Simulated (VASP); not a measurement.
Consider the following.

```
CELL_PARAMETERS angstrom
      0.00000     3.22805     3.22805
      3.22805     0.00000     3.22805
      3.22805     3.22805     0.00000
ATOMIC_POSITIONS crystal
  Ba 0.00000 0.00000 0.00000
  S  0.50000 0.50000 0.50000
```

Method: PBE GGA, VASP's PBE PAW potentials (set 64) (plane waves; VASP). Numerical set-up: 520 eV cut-off, 7×7×7 Γ-centred mesh, Gaussian smearing of 0.050 eV, potentials Ba_sv S.

Task: Estimate the energy per atom (σ→0).

Result: 
| Quantity | Result |
|---|---|
| energy per atom (σ→0) | -5.097 eV/atom |

The absolute energy has meaning only against runs of the same code, potentials and settings.

The compound is BaS in the rock salt structure. It was relaxed first. The start is the result of an earlier pass.
